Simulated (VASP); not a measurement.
Here is the system:

```xyz
2
Lattice="0.0000 2.7505 2.7505 2.7505 0.0000 2.7505 2.7505 2.7505 0.0000" Properties=species:S:1:pos:R:3 pbc="T T T"
Ga     0.0000     0.0000     0.0000
P      1.3752     1.3752     1.3752
```

Level of theory: PBE GGA, VASP's PBE PAW potentials (set 64) (plane waves; VASP 6.6.1). Run with 400 eV cut-off, 15×15×15 Γ-centred mesh, Gaussian smearing of 0.010 eV, potentials Ga_d P.

Question: Give the direction-averaged independent-particle dielectric function (no local fields, no excitons; a broadening of 0.1 eV leaves a tail below the gap, and fine structure carries the noise of the k-mesh).

Answer: 
| ħω (eV) | ε₁ | ε₂ |
|---|---|---|
| 0.00 | 11.15 | 0.00 |
| 0.10 | 11.15 | 0.01 |
| 0.30 | 11.21 | 0.04 |
| 0.50 | 11.32 | 0.07 |
| 0.70 | 11.50 | 0.11 |
| 0.90 | 11.76 | 0.15 |
| 1.10 | 12.11 | 0.21 |
| 1.30 | 12.61 | 0.32 |
| 1.50 | 13.28 | 0.71 |
| 1.70 | 13.57 | 0.77 |
| 1.90 | 14.94 | 1.14 |
| 2.10 | 15.13 | 2.33 |
| 2.30 | 17.29 | 2.40 |
| 2.50 | 19.02 | 5.60 |
| 2.60 | 19.60 | 7.86 |
| 2.80 | 16.50 | 9.52 |
| 3.00 | 14.67 | 11.20 |
| 3.20 | 14.76 | 12.14 |
| 3.40 | 13.34 | 11.05 |
| 3.60 | 14.04 | 13.24 |
| 3.80 | 13.18 | 14.34 |
| 4.00 | 15.04 | 16.89 |
| 4.20 | 13.84 | 21.49 |
| 4.40 | 4.64 | 31.57 |
| 4.60 | -3.89 | 20.00 |
| 4.80 | -3.63 | 23.20 |
| 5.00 | -8.64 | 13.48 |
| 5.10 | -7.12 | 11.79 |
| 5.30 | -5.02 | 10.14 |
| 5.50 | -2.84 | 8.83 |
| 5.70 | -1.82 | 11.63 |
| 5.90 | -4.75 | 12.07 |
| 6.10 | -7.06 | 10.37 |
| 6.30 | -7.52 | 7.62 |
| 6.50 | -6.57 | 5.92 |
| 6.70 | -5.49 | 4.30 |
| 6.90 | -4.28 | 4.53 |
| 7.10 | -4.15 | 4.35 |
| 7.30 | -4.34 | 4.05 |
| 7.50 | -4.16 | 3.91 |
ε₂ peaks at 4.4 eV (height 31.6); ε₁(0) averages 11.15, so the electronic refractive index below the gap tends to √11.15 = 3.34.

The compound is GaP in the zinc blende structure. It was relaxed first.
